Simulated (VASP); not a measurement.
Crystal: Si3C.

```
Si C
1.0
     4.91480    0.00000    0.00000
    -2.45740    4.25634    0.00000
     0.00000    0.00000    2.43311
Si C
3 1
Direct
  0.50000 0.00000 0.50000
  0.00000 0.50000 0.50000
  0.50000 0.50000 0.50000
  0.00000 0.00000 0.50000
```

The cell was built by a generator and needn't be a form met in nature.

* Program: VASP 6.6.1
* Task: relaxation of cell and atoms
* Functional: PBE
* Dispersion: TS
* Potentials or basis: VASP PAW PBE potentials, release 64 (Si, C)
* Cutoff: 600 eV
* k mesh: 5 × 5 × 8
* Occupations: fermi-dirac, width 0.05 eV
* Spin: no spin polarisation

At the start: pressure -5.6 GPa; volume 12.72 Å³/atom.

Task: Where does the relaxation end?

Result: Over 11 steps the energy falls by 15.3 meV/atom and the volume is 12.16 Å³/atom (-4.4 %); space group P6/mmm (No. 191, to 0.05 Å).

Step by step:
```
step  energy change (eV)  largest force (eV/Å)  pressure (GPa)  volume (Å³)
   1              0.0000                0.0000           -5.59        50.90
   2             -0.0502                0.0000            2.99        47.69
   3             -0.0607                0.0000            0.27        48.55
   4             -0.0606                0.0000            0.41        48.50
   5             -0.0609                0.0000            0.05        48.63
   6             -0.0610                0.0000            0.16        48.59
   7             -0.0610                0.0000            0.18        48.58
   8             -0.0610                0.0000            0.19        48.58
   9             -0.0611                0.0000           -0.07        48.67
  10             -0.0611                0.0000           -0.05        48.66
  11             -0.0611                0.0000            0.00        48.64
```

Final structure:
```
Si C
1.0
     4.80486    0.00000    0.00000
    -2.40243    4.16113    0.00000
     0.00000    0.00000    2.43272
Si C
3 1
Direct
  0.50000 0.00000 0.50000
  0.00000 0.50000 0.50000
  0.50000 0.50000 0.50000
  0.00000 0.00000 0.50000
```

Caveat: atom-pairwise D2, TS and ULG terms overbind metals; pairwise dispersion overbinds metals, which lowers pressure and volume.
